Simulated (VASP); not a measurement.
All values below come from r2SCAN+rVV10, VASP's PBE PAW potentials (set 64) (plane waves; VASP 6.6.1).

VASP input:

### INCAR
```
SYSTEM = Sb
PREC = Accurate
ENCUT = 400
EDIFF = 1E-6
NELM = 100
ALGO = Normal
LREAL = .FALSE.
LASPH = .TRUE.
ISMEAR = 1
SIGMA = 0.1
METAGGA = R2SCAN
LUSE_VDW = .TRUE.
BPARAM = 11.95
CPARAM = 0.0093
LMIXTAU = .TRUE.
LMAXMIX = 4
LWAVE = .FALSE.
LCHARG = .FALSE.
IBRION = 2
ISIF = 3
NSW = 60
EDIFFG = -0.01
```

KPOINTS:
```
Regular mesh
0
Gamma
  15 15 15
```

### POSCAR
```
Sb
1
   -1.5050000000     1.5050000000     2.4800000000
    1.5050000000    -1.5050000000     2.4800000000
    1.5050000000     1.5050000000    -2.4800000000
Sb
1
Direct
  0.0000000000   0.0000000000   0.0000000000
```

POTCAR, in this order: Sb (PBE.64 set). Program: vasp_std.

Task: What will the output report for the number of irreducible k-points (NKPTS), number of bands (NBANDS), largest plane-wave count, number of space-group operations, FFT grid (NGX, NGY, NGZ)?

Result: 
| Property | Result |
|---|---|
| number of irreducible k-points (NKPTS) | 288 |
| number of bands (NBANDS) | 6 |
| largest plane-wave count | 421 |
| number of space-group operations | 16 |
| FFT grid (NGX, NGY, NGZ) | 24 × 24 × 24 |

The structure comes from a measured Sb entry (I4/mmm) of the Crystallography Open Database, whose conditions weren't checked. This run relaxes it. Symmetry was kept, so distortions that lower it aren't found.
